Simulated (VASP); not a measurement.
Here is the system:

```xyz
1
Lattice="-1.6500 1.6500 1.6500 1.6500 -1.6500 1.6500 1.6500 1.6500 -1.6500" Properties=species:S:1:pos:R:3 pbc="T T T"
Ta     0.0000     0.0000     0.0000
```

Method: MS2 meta-GGA, VASP's PBE PAW potentials (set 64) (plane waves; VASP). Run with 520 eV cut-off, 14×14×14 Γ-centred mesh, first-order Methfessel-Paxton smearing of 0.10 eV, potentials Ta_pv.

**Question.** The ions, cell shape and volume are relaxed. Predict the relaxed structure.

**Answer.** 
```xyz
1
Lattice="-1.6407 1.6407 1.6407 1.6407 -1.6407 1.6407 1.6407 1.6407 -1.6407" Properties=species:S:1:pos:R:3 pbc="T T T"
Ta     0.0000     0.0000     0.0000
```
Space group Im-3m (229), at a tolerance of 0.03 Å.

**Question.** How do energy and volume change from the first to the last step?

**Answer.** The energy (σ→0) changes by -3.6 meV/atom and the volume by -1.7 %, in 3 ionic steps.

```csv
step,E(σ→0) (eV),max force (eV/Å),pressure (GPa),volume (Å³)
1,4.7675,0.000,-3.69,17.97
2,4.7868,0.000,10.12,16.91
3,4.7638,0.000,-0.07,17.67
```

The compound is Ta in the bcc structure. This run relaxes it. Symmetry was kept, so distortions that lower it aren't found.
